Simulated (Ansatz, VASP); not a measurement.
**Ir (Iridium): VASP beside Ansatz**

Aim: how closely do two programs agree when they are given the same cell, functional and k mesh? The cell is taken from a series of VASP runs on this material, whose earlier steps may have relaxed, scaled or displaced it; both programs get it as it stands.

Method: plane waves, with VASP 6.6.1 beside it; relaxation of cell and atoms at PBEsol, spin-orbit coupling, in Ansatz 0.2.0.

### 1. The structure

It takes space group Fm-3m (No. 225, cubic). The conventional cell has a = 3.839 Å, b = 3.839 Å, c = 3.839 Å, α = 90.00°, β = 90.00°, γ = 90.00°. Nearest to Ir lie 12 Ir at 2.71 Å.

Coordinates:

```cif
data_structure
_symmetry_space_group_name_H-M 'Fm-3m'
_symmetry_Int_Tables_number 225
_cell_length_a 3.8394
_cell_length_b 3.8394
_cell_length_c 3.8394
_cell_angle_alpha 90.000
_cell_angle_beta 90.000
_cell_angle_gamma 90.000
_cell_volume 56.60
loop_
_atom_site_label
_atom_site_type_symbol
_atom_site_symmetry_multiplicity
_atom_site_Wyckoff_symbol
_atom_site_fract_x
_atom_site_fract_y
_atom_site_fract_z
_atom_site_occupancy
Ir1 Ir 4 a 0.00000 0.00000 0.00000 1
```

### 2. VASP: relaxation of cell and atoms, PBEsol, spin-orbit coupling

The relaxed volume is the usual yardstick between codes: its relative difference is about their pressure difference at one cell divided by the bulk modulus.

Lines of VASP's logs that name or quote its potential files are left out, and so is its time.

INCAR reads:

```
SYSTEM = Ir
PREC = Accurate
ENCUT = 450
EDIFF = 1E-06
NELM = 100
ISMEAR = 1
SIGMA = 0.1
LREAL = .FALSE.
ALGO = Normal
GGA = PS
LNONCOLLINEAR = .TRUE.
MAGMOM = 0 0 0
NBANDS = 20
GGA_COMPAT = .FALSE.
LASPH = .TRUE.
LSORBIT = .TRUE.
LMAXMIX = 4
LORBIT = 11
LWAVE = .FALSE.
LCHARG = .FALSE.
KPAR = 2
IBRION = 2
NSW = 50
ISIF = 3
EDIFFG = -0.01
```

POSCAR reads:

```
Ir
1.0
    0.0000000000      1.9197000000      1.9197000000
    1.9197000000      0.0000000000      1.9197000000
    1.9197000000      1.9197000000      0.0000000000
Ir
1
Direct
    0.0000000000      0.0000000000      0.0000000000
```

KPOINTS reads:

```
Automatic mesh
0
Gamma
10 10 10
0 0 0
```

Potentials, in the order of the species: Ir (PBE family, release 64).

Command:

```
$ mpirun -np 2 vasp_ncl
```

Numbers of over 12 decimals in the logs are rounded to 6 here.

What it wrote:

```text
[banner, memory and clock lines left out]
running    2 mpi-ranks, on    1 nodes
 distrk:  each k-point on    1 cores,    2 groups
 distr:  one band on    1 cores,    1 groups

 POSCAR found type information on POSCAR Ir
 POSCAR found :  1 types and       1 ions
|                                                                             |
|               ----> ADVICE to this user running VASP <----                  |
|                                                                             |
|     You enforced a specific xc type in the INCAR file but a different       |
|     [... a line on the potential file left out ...]
|     I HOPE YOU KNOW WHAT YOU ARE DOING!                                     |
|                                                                             |

 LDA part: xc-table for (Slater+PW92), standard interpolation
 POSCAR, INCAR and KPOINTS ok, starting setup
 FFT: planning ... GRIDC
 FFT: planning ... GRID_SOFT
 FFT: planning ... GRID
 WAVECAR not read
 entering main loop
       N       E                     dE             d eps       ncg     rms          rms(c)
DAV:   1     0.659222775835E+02    0.65922E+02   -0.36750E+03  1952   0.794E+02
DAV:   2    -0.894487756441E+01   -0.74867E+02   -0.66111E+02  1960   0.245E+02
DAV:   3    -0.107858285457E+02   -0.18410E+01   -0.18078E+01  2268   0.450E+01
DAV:   4    -0.108088095078E+02   -0.22981E-01   -0.22968E-01  2152   0.437E+00
DAV:   5    -0.108094635525E+02   -0.65404E-03   -0.65402E-03  2256   0.762E-01    0.177E+01
DAV:   6    -0.102997850454E+02    0.50968E+00   -0.44966E-01  2276   0.114E+01    0.813E+00
DAV:   7    -0.102034109729E+02    0.96374E-01   -0.13460E-01  2480   0.565E+00    0.368E+00
DAV:   8    -0.101992514731E+02    0.41595E-02   -0.33709E-03  2064   0.589E-01    0.136E+00
DAV:   9    -0.101960255601E+02    0.32259E-02   -0.41836E-03  2072   0.985E-01    0.451E-01
DAV:  10    -0.101957819705E+02    0.24359E-03   -0.15475E-04  2112   0.190E-01    0.243E-02
DAV:  11    -0.101957828804E+02   -0.90986E-06   -0.11871E-06  2320   0.965E-03
   1 F= -.10195783E+02 E0= -.10195538E+02  d E =-.101958E+02  mag=    -0.0000    -0.0000     0.0000
 curvature:   0.00 expect dE= 0.000E+00 dE for cont linesearch  0.000E+00
 trial: gam= 0.00000 g(F)=  0.176E-64 g(S)=  0.839E-03 ort = 0.000E+00 (trialstep = 0.100E+01)
 search vector abs. value=  0.839E-03
 bond charge predicted
       N       E                     dE             d eps       ncg     rms          rms(c)
DAV:   1    -0.102004339301E+02   -0.46520E-02   -0.15023E-01  2032   0.637E+00    0.812E-01
DAV:   2    -0.101952336258E+02    0.52003E-02   -0.59865E-03  2100   0.138E+00    0.464E-01
DAV:   3    -0.101946221001E+02    0.61153E-03   -0.84813E-04  2432   0.462E-01    0.300E-01
DAV:   4    -0.101946016098E+02    0.20490E-04   -0.43610E-05  2820   0.879E-02    0.624E-02
DAV:   5    -0.101946053197E+02   -0.37099E-05   -0.20137E-05  2100   0.479E-02    0.372E-03
DAV:   6    -0.101946055345E+02   -0.21479E-06   -0.78001E-07  2124   0.105E-02
   2 F= -.10194606E+02 E0= -.10194341E+02  d E =0.117735E-02  mag=     0.0000    -0.0000     0.0000
 trial-energy change:    0.001177  1 .order    0.001207   -0.000839    0.003253
 step:   0.2123(harm=  0.2051)  dis= 0.00000  next Energy=   -10.195872 (dE=-0.894E-04)
 bond charge predicted
       N       E                     dE             d eps       ncg     rms          rms(c)
DAV:   1    -0.101995310826E+02   -0.49258E-02   -0.92960E-02  2032   0.501E+00    0.617E-01
DAV:   2    -0.101962683278E+02    0.32628E-02   -0.39163E-03  2096   0.111E+00    0.382E-01
DAV:   3    -0.101958958193E+02    0.37251E-03   -0.50337E-04  2424   0.352E-01    0.243E-01
DAV:   4    -0.101958791645E+02    0.16655E-04   -0.27624E-05  2788   0.717E-02    0.552E-02
DAV:   5    -0.101958790657E+02    0.98807E-07   -0.11228E-05  2104   0.358E-02    0.453E-03
DAV:   6    -0.101958793075E+02   -0.24178E-06   -0.37310E-07  1804   0.665E-03
   3 F= -.10195879E+02 E0= -.10195630E+02  d E =-.964271E-04  mag=    -0.0000     0.0000    -0.0000
 curvature:  -0.10 expect dE=-0.527E-09 dE for cont linesearch -0.527E-09
 trial: gam= 0.00000 g(F)=  0.125E-63 g(S)=  0.514E-08 ort =-0.208E-05 (trialstep = 0.842E+00)
 search vector abs. value=  0.524E-08
 reached required accuracy - stopping structural energy minimisation
```

From OUTCAR (step 2):

```text
ion  position               nearest neighbor table
   1  0.000  0.000  0.000-

  LATTYP: Found a face centered cubic cell.
 ALAT       =     3.8394000000

 Subroutine GETGRP returns: Found 48 space group operations
 (whereof 48 operations were pure point group operations)

The static configuration has the point symmetry O_h .

 Found     47 irreducible k-points:

   k-points           NKPTS =     47   k-points in BZ     NKDIM =     47   number of bands    NBANDS=     20

   dimension x,y,z NGX =    20 NGY =   20 NGZ =   20
   dimension x,y,z NGXF=    40 NGYF=   40 NGZF=   40

   ENCUT  =  450.0 eV  33.07 Ry    5.75 a.u.   4.70  4.70  4.70*2*pi/ulx,y,z

   NELECT =       9.0000    total number of electrons

 k-points in reciprocal lattice and weights: Automatic mesh
   0.00000000  0.00000000  0.00000000       0.001
   0.10000000  0.00000000  0.00000000       0.008
   0.20000000  0.00000000  0.00000000       0.008
   0.30000000  0.00000000  0.00000000       0.008
   0.40000000  0.00000000  0.00000000       0.008
   0.50000000  0.00000000  0.00000000       0.004
   0.10000000  0.10000000  0.00000000       0.006
   0.20000000  0.10000000  0.00000000       0.024
   0.30000000  0.10000000  0.00000000       0.024
[...]
-0.30000000  0.40000000  0.20000000       0.024
  -0.30000000  0.50000000  0.20000000       0.012

 average (electrostatic) potential at core
       1 -48.5218

 E-fermi :  10.4154

 k-point     1 :       0.0000    0.0000    0.0000
  band No.  band energies     occupation
    ...
      8       6.8396      1.00000
      9       9.2335      1.00000
     10       9.2335      1.00000
     11       9.2335      1.00000
     12       9.2335      1.00000
     13      24.5929      0.00000
     14      24.5929      0.00000
     15      29.7481      0.00000
     16      29.7481      0.00000
     17      30.3544      0.00000
    ...

 k-point     2 :       0.1000    0.0000    0.0000
  band No.  band energies     occupation
    ...
      8       6.9424      1.00000
      9       9.0624      1.00000
     10       9.0624      1.00000
     11       9.1915      1.00000
     12       9.1915      1.00000
     13      25.3357      0.00000
     14      25.3357      0.00000
     15      28.2242      0.00000
     16      28.2242      0.00000
     17      30.6983      0.00000
    ...

 k-point     3 :       0.2000    0.0000    0.0000
  band No.  band energies     occupation
    ...
      8       7.2784      1.00000
      9       8.8871      1.00000
     10       8.8871      1.00000
     11       9.3486      1.00000
     12       9.3486      1.00000
     13      25.3839      0.00000
     14      25.3839      0.00000
     15      26.8879      0.00000
     16      26.8879      0.00000
     17      32.5393      0.00000
    ...

  Total        0.0001884      0.0001884      0.0001884     -0.0000000      0.0000000      0.0000000
  in kB        0.0213807      0.0213807      0.0213807     -0.0000000      0.0000000      0.0000000
  external PRESSURE =       0.0213807 kB  Pullay stress =       0.0000000 kB

  energy-cutoff  :      450.00
  volume of cell :       14.12
      direct lattice vectors                 reciprocal lattice vectors
     0.000000000  1.918202612  1.918202612    -0.260660681  0.260660681  0.260660681
     1.918202612  0.000000000  1.918202612     0.260660681 -0.260660681  0.260660681
     1.918202612  1.918202612  0.000000000     0.260660681  0.260660681 -0.260660681

 POSITION                                       TOTAL-FORCE (eV/Angst)
 -----------------------------------------------------------------------------------
      0.00000      0.00000      0.00000        -0.000000     -0.000000     -0.000000
 -----------------------------------------------------------------------------------
    total drift:                                0.000000     -0.000000      0.000000

  FREE ENERGIE OF THE ION-ELECTRON SYSTEM (eV)
  ---------------------------------------------------
  free  energy   TOTEN  =       -10.1958793075 eV

  energy  without entropy=      -10.1951325718  energy(sigma->0) =      -10.19563040

 reached required accuracy - stopping structural energy minimisation

 Spin-Orbit-Coupling matrix elements
 Ion:    1  E_soc:     -0.7494281

 total charge
# of ion       s       p       d       tot
------------------------------------------
    1        0.672   0.755   6.970   8.397

 magnetization (x)
# of ion       s       p       d       tot
------------------------------------------
    1        0.000  -0.000   0.000  -0.000

 magnetization (y)
# of ion       s       p       d       tot
------------------------------------------
    1        0.000   0.000   0.000   0.000

 magnetization (z)
# of ion       s       p       d       tot
------------------------------------------
    1        0.000   0.000   0.000   0.000

[... 3 further parts left out ...]
```

CONTCAR:

```
Ir
   1.00000000000000
     0.0000000000000000    1.9182026116655118    1.9182026116655118
     1.9182026116655118    0.0000000000000000    1.9182026116655118
     1.9182026116655118    1.9182026116655118    0.0000000000000000
  Ir
     1
Direct
     0.0000000000000000    0.0000000000000000    0.0000000000000000
```

### 3. Ansatz: relaxation of cell and atoms, PBEsol, spin-orbit coupling

Ansatz runs on its fully relativistic PAW (standard-fr) files.

The same cell, functional, mesh and smearing now go to Ansatz, which takes its cutoff from its data sets.

input.yaml reads:

```yaml
crystal:
  lattice:
    - [0.0, 1.9197, 1.9197]
    - [1.9197, 0.0, 1.9197]
    - [1.9197, 1.9197, 0.0]
  atoms:
    - { symbol: Ir, position: [0.0, 0.0, 0.0] }
hamiltonian:
  xc: pbesol
  pseudopotentials: { kind: paw_fr }
magnetization:
  noncollinear: true
  spin_orbit: true
kpoints:
  mp_grid: { grid: [10, 10, 10] }
scf:
  occupations: { method: methfessel_paxton, width: 0.1 }
relax:
  f_tol: 0.01
  max_steps: 60
  cell: { stress_tol: 0.05 }
output:
  forces: true
  stress: true
```

Command:

```
$ ansatz run input.yaml --threads 4 --pin off --max-ram 9216MiB --backend cpu --events-out ev --progress --plain --runs-dir out
```

What it wrote:

```text
Engine: ansatz 0.2.0, aarch64-unknown-linux-gnu
Pseudopotentials: kind: paw_fr
Pseudopotential: Ir, paw_fr, valence charge 17, recommended cutoff 420 eV (normal), Ir.paw.azcp#standard-fr
Functional definition: PBEsol
  exchange = pbesol_x
  correlation = pbesol_c
non-collinear run that drives no moment, with spin-orbit: no starting moment large enough to seed its density (crystal.atoms[].spin), no starting occupations that ask for one, no magnetisation constraint and no magnetic field, so the semilocal B_xc is pinned to zero
Crystal: 1 atoms, lattice volume = 14.149 Å³
Basis set: ecut = 420 eV, 283 PW (Γ), exchange–correlation on 40×40×40 points (8 copies of the dense FFT grid, shifted against one another)
Bands: 26, of which v1, the nominal top of the filled ones, is band 17 counted from 1 (16 counted from 0)
Symmetry: 48 space group operations + 48 with time reversal
Magnetic group: BNS 225.117 (UNI 1619), of the structure as read, at distance tolerance 2.4e-5 Å
k-points: 47 of 1000
Projection manifold: j_resolved (fully-relativistic pseudo-atomic orbitals)
Non-local potential: Ir, projectors of the file, l = 0: 3, l = 1: 4, l = 2: 4, l = 3: 2
PAW form: soft (Blöchl's): semilocal exchange-correlation on the pseudo side does not see the compensation charge
PAW frozen core: Ir, regenerated for the run's functional, and the local potential with it (the file was generated under x = pbe(κ = 0.804, μ = 0.219515), c = pbe(β = 0.066725))
PAW one-centre angular grid: Ir, 590 points (default); XC on 64 Gauss nodes
Initial density: superposition of atomic densities (chi_scale 0.1, normalization cell)
Initial wavefunctions: pseudopotential atomic-orbital guess
Functional: x = pbesol(κ = 0.804, μ = 0.123457), c = pbesol(β = 0.046)
SCF iter   1: F=—  HF=-11830.375907 eV  |F-HF|=—  |Δ(HF+E_count)|=         —  Δρ=5.33e-2  dr2=2.80e-1  dr2_m=0.00e0 (ungated)  ethr=3.10e-3  |M|=0.00e0 ∫|m|=0.00e0 μB  |m|>n=0.0e0 m-floor=0.0e0 τ_xc=0.0e0  β_m=0.30  ⟨swp⟩=6.0  Hψ=2912  notcnv=0  defer=18
preconditioner: auto → none  [insulator: Δε(μ)=0.077 eV  Ē_g=14.169 eV  σ=0.100 eV  W_gap=0.56  n_scr=0 (ndim 8)  ℏωp=29.6 eV  f_vac=0.000  D(μ)=1.58/eV (n_scr^D=14)  ε∞_Penn≈5.4]
SCF iter   2: F=—  HF=-11830.291041 eV  |F-HF|=—  |Δ(HF+E_count)|=   8.49e-2  S|Δr|=    0.00e0  Δρ=2.84e-2  dr2=5.24e-2  dr2_m=0.00e0 (ungated)  ethr=1.64e-3  |M|=0.00e0 ∫|m|=0.00e0 μB  |m|>n=0.0e0 m-floor=0.0e0 τ_xc=0.0e0  β_m=0.41  ⟨swp⟩=2.2  Hψ=971  notcnv=0  defer=154
SCF iter   3: F=—  HF=-11830.272788 eV  |F-HF|=—  |Δ(HF+E_count)|=   1.83e-2  S|Δr|=    0.00e0  Δρ=9.66e-3  dr2=2.78e-3  dr2_m=0.00e0 (ungated)  ethr=3.08e-4  |M|=0.00e0 ∫|m|=0.00e0 μB  |m|>n=0.0e0 m-floor=0.0e0 τ_xc=0.0e0  β_m=0.64  ⟨swp⟩=2.0  Hψ=843  notcnv=0  defer=156
SCF iter   4: F=—  HF=-11830.271616 eV  |F-HF|=—  |Δ(HF+E_count)|=   1.17e-3  S|Δr|=    0.00e0  Δρ=3.88e-4  dr2=1.59e-5  dr2_m=0.00e0 (ungated)  ethr=1.63e-5  |M|=0.00e0 ∫|m|=0.00e0 μB  |m|>n=0.0e0 m-floor=0.0e0 τ_xc=0.0e0  β_m=0.78  ⟨swp⟩=1.0  Hψ=536  notcnv=0  defer=156
SCF iter   5: F=—  HF=-11830.271610 eV  |F-HF|=—  |Δ(HF+E_count)|=   6.21e-6  S|Δr|=    0.00e0  Δρ=5.97e-5  dr2=1.38e-7  dr2_m=0.00e0 (ungated)  ethr=9.36e-8  |M|=0.00e0 ∫|m|=0.00e0 μB  |m|>n=0.0e0 m-floor=0.0e0 τ_xc=0.0e0  β_m=0.85  ⟨swp⟩=2.1  Hψ=859  notcnv=0  defer=156
SCF iter   6: F=-11830.271610 eV  HF=-11830.271610 eV  |F-HF|=9.28e-11  |Δ(HF+E_count)|=   1.84e-8  S|Δr|=    0.00e0  Δρ=3.60e-6  dr2=4.96e-10  dr2_m=0.00e0 (ungated)  ethr=5.88e-10  |M|=0.00e0 ∫|m|=0.00e0 μB  |m|>n=0.0e0 m-floor=0.0e0 τ_xc=0.0e0  ⟨swp⟩=3.7  Hψ=1647  notcnv=0
SCF 1 converged in 6 iterations: F = -11830.271610 eV  dr2 = 4.96e-10
  greatest PAW one-centre occupation: 1.000 electrons in one spin orbital (limit 2), on the Ir atom at site 0 (counted from 0), in its partial waves of l = 0
relax step   1: F+E_penalty+E_count = -11830.27161009 eV  Δ(F+E_penalty+E_count) = +0.000e0 eV  max|allowed force component| = 0.000e0 eV/Å  Δτ_max = 0.0000 Å  P = -2.183 GPa  Ω = 14.149 Å³  (6 SCF iters, dr2 threshold 1.00e-7 eV, accepted)
[...]
relax step   2: F+E_penalty+E_count = -11830.27043162 eV  Δ(F+E_penalty+E_count) = +1.178e-3 eV  max|allowed force component| = 0.000e0 eV/Å  Δτ_max = 0.0000 Å  P = +4.079 GPa  Ω = 13.921 Å³  energy of the carried Pulay correction = +9.861e-5 eV  (4 SCF iters, dr2 threshold 1.00e-7 eV, rejected (line search))
[...]
relax step   3: F+E_penalty+E_count = -11830.27220696 eV  Δ(F+E_penalty+E_count) = -5.969e-4 eV  max|allowed force component| = 0.000e0 eV/Å  Δτ_max = 0.0000 Å  P = -0.047 GPa  Ω = 14.069 Å³  energy of the carried Pulay correction = +3.455e-5 eV  (6 SCF iters, accepted)
[...]
relax step   4: F+E_penalty+E_count = -11830.27216206 eV  Δ(F+E_penalty+E_count) = +4.489e-5 eV  max|allowed force component| = 0.000e0 eV/Å  Δτ_max = 0.0000 Å  P = -0.040 GPa  Ω = 14.069 Å³  stress off target by 4.03e-2 GPa  SCF on the basis re-selected at this cell (its energy is not comparable with the rows above)  (4 SCF iters)
basis re-selected at this cell: Δ(F+E_penalty+E_count) = +4.489e-5 eV, ΔP = +0.007 GPa vs the last step (what re-selecting the basis moved, of the pressure what is left beyond the Pulay correction that the steps carried, after the strain that the cell walked since its last selection, with what the two solves' SCF thresholds leave and, on support functions, any second-order correction that the steps lacked; it is no measure of the basis error at this ecutwfc). This SCF's stress stands 4.03e-2 GPa from its target on what of the cell is left free (relax.cell.stress_tol is 5.00e-2 GPa) and its largest allowed force component is 0.00e0 eV/Å (relax.f_tol is 1.00e-2 eV/Å): [rest of the remark cut]
SCF converged after 4 iterations
Stability not checked: this state was not tested for a lower state beside it, because cold or Methfessel-Paxton smearing, or corrected tetrahedra, fill the levels in a way that the test cannot read (fill_not_monotonic; see scf.lower_state_search)
Magnetization: |M| = 0.0000 μB,  M = (+0.0000, +0.0000, +0.0000) μB
Absolute magnetization: 0.0000 μB (∫|m|)
  site 0: m = (+0.0000, +0.0000, +0.0000) μB, |m| = 0.0000 μB  (R = 1.12 Å)
Free energy (F): -11830.272162 eV
Harris-Foulkes:  -11830.272162 eV  (|F-HF|=3.64e-12)
Internal energy: -11830.271365 eV  (E = F + TS)
E sigma→0 (E₀):  -11830.271963 eV
Entropy (-TS):   -0.000797 eV (-0.797 meV/atom)
Fermi energy:    26.004999 eV
Step filling:    the computed levels leave a gap of 0.0006 eV = 0.0 smearing widths at the electron count; against every level under it full and every level over it empty, smearing changes F+E_penalty+E_count by -1.129 meV and its σ→0 estimate by -0.929 meV
--- Per-component energies (eV) ---
  E_band       = -87.171656
  E_kinetic    = 622.779049
  E_local      = -1056.832762  (includes V_loc(G=0)·N_el)
  E_nonlocal   = 67.610918
  E_hartree    = 405.323513
  E_xc         = -266.483519
  E_vxc        = -299.785285  (∫ρ·V_xc dr)
  E_paw        = -9113.467180  (= ΣΔE_a)
  E_vpaw       = -231.590672  (= ΣTr[D̂ρ^β])
  E_aug_tail   = 0.000058  (compensation charges beyond the density's cutoff)
  E_ewald      = -2489.471911
  E_core_change = 0.270468  (= ΣΔE_core)
  E_smearing   = -0.000797  (= −TS)
  E_closure    = 0.000000  (closes the sum)
  Σ components = -11830.272162   (vs F -11830.272162, Δ=0.00e0)
--- Forces (eV/Å), atoms counted from 1 ---
  atom   1  Ir     0.00000000    -0.00000000    -0.00000000
  max |Σ_I F_I| component: 8.22e-33 eV/Å
--- Stress (GPa, compression-positive) ---
       -0.040333      -0.000000      -0.000000
       -0.000000      -0.040333      -0.000000
       -0.000000       0.000000      -0.040333
  P = ⅓ Tr σ = -0.0403 GPa (-0.403 kbar)
--- Relaxed structure (3 steps of the walk, 2 accepted, 1 SCFs on fresh bases) ---
  F+E_penalty+E_count = -11830.27216206 eV   max|allowed force component| = 0.000e0 eV/Å   (the final SCF, on the basis selected at the relaxed cell)
  cell:  # Å, volume = 14.0688 Å³
    - [0, 1.916058, 1.916058]
    - [1.916058, 0, 1.916058]
    - [1.916058, 1.916058, 0]
  atoms:
    - { symbol: Ir, position: [0.0, 0.0, 0.0] }
```

Run time: 2.8 s. Hardware: 4 threads of Arm Neoverse V1, shared host; peak memory 0.35 GiB; 8.3 s of CPU time.

### 4. Differences

Known differences besides the potentials themselves: spin-orbit coupling enters by fully relativistic files in Ansatz and inside the spheres in VASP; both relaxations stop at a tolerance, which leaves soft axes loose, and VASP keeps its plane-wave basis; the data sets hold 17 valence electrons in Ansatz (fully relativistic PAW (standard-fr) files) and 9 in VASP; the cutoff is 420 eV in Ansatz and 450 eV in VASP; Ansatz makes its cores anew for this functional, VASP keeps those of its PBE data sets; Ansatz adds a Pulay correction to the stress that steers its cell, VASP none. Total energies have different zeros and are not compared.

Compared:

```csv
quantity,Ansatz,VASP,difference
volume (Å³),14.07,14.12,-0.34 %
"edge a after relaxation, in the typed setting (Å)",2.710,2.713,-0.11 %
```

The walks stopped with -0.04 GPa left in Ansatz and 0.00 GPa in VASP; each walk ends within a tolerance, so the volume difference is uncertain by about these residues over the bulk modulus, most in soft cells.

### 5. Results

| Quantity | Value |
| --- | --- |
| difference in volume (relaxation of cell and atoms, PBEsol, spin-orbit coupling) | -0.34 % |

**Reading.** The difference in volume is -0.34 % (relaxation of cell and atoms, PBEsol, spin-orbit coupling), within the 1.2 % picked in this series as the mark of a large difference, as far as the stopping tolerances let one tell. How closely two codes agree says nothing of how well the functional describes the real material.

[Lines on the potential files, build, host, timing and source positions are cut from VASP's logs without a mark.]

[Logs are printed without paths, hosts, clocks, repeated set-up lines and the standing remarks that a program may print on its own settings, such as how far it seeks lower states.]

[Hosts, paths, dates, database ids (printed as entryN), source tags and the programs' standing remarks are cut or masked in the printed files.]
